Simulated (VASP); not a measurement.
Given:

```
CELL_PARAMETERS angstrom
      0.00000     2.23201     2.23201
      2.23201     0.00000     2.23201
      2.23201     2.23201     0.00000
ATOMIC_POSITIONS crystal
  Ga 0.00000 0.00000 0.00000
  N  0.25000 0.25000 0.25000
```

Level of theory: LDA (Ceperley-Alder, Perdew-Zunger), VASP's LDA PAW potentials (set 64) (plane waves; VASP). Settings: 520 eV cut-off, 11×11×11 Γ-centred mesh, tetrahedra with Blöchl corrections, potentials Ga_d N.

**Question.** Estimate the energy per atom (σ→0), band gap (on the k-mesh) with the smallest direct gap where there is one.

**Answer.** 
| Quantity | Result |
|---|---|
| band gap (on the k-mesh) | 1.93 eV |
| smallest direct gap (on the k-mesh) | 1.93 eV |
| energy per atom (σ→0) | -6.972 eV/atom |

Only differences to runs with the same potentials and settings are physical.

The compound is GaN in the zinc blende structure, a metastable form; wurtzite is the usual one. It was relaxed first.
